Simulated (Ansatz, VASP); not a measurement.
# One calculation of CsAs, two programs

```
Cs As
1.0
     3.67095    0.00000    0.00000
    -1.83548    3.17914    0.00000
     0.00000    0.00000    5.99514
Cs As
1 1
Cartesian
  0.0000 0.0000 0.0000
  1.8355 1.0597 2.9976
```

Alike in both runs: functional PBE; k mesh 18 × 18 × 10; occupations gaussian, width 0.1 eV; no spin polarisation.

Ansatz relaxed the structure, and its values are those at the end. VASP's run is a single point on that final structure, the one shown.

```csv
,VASP,Ansatz
version,VASP 6.6.1,Ansatz 0.2.0
potentials or method,"VASP PAW PBE potentials, release 64 (Cs_sv, As)","scalar-relativistic, plane waves, PAW"
plane-wave cutoff (eV),520,420
valence electrons in the cell,14,24
```

Ansatz gave:

| Item | Value |
| --- | --- |
| gap on the k mesh at the Fermi level (eV) | none |
| pressure (GPa) | 0.0 |

Which values does VASP return?

gap on the k mesh at the Fermi level (eV): none; pressure (GPa): 0.1.

A gap of «none» marks a metal or a gap that the smearing closes. The two sets of potentials don't hold the same shells in valence.

The runs have no spin-orbit coupling, so splittings on Cs are missing.
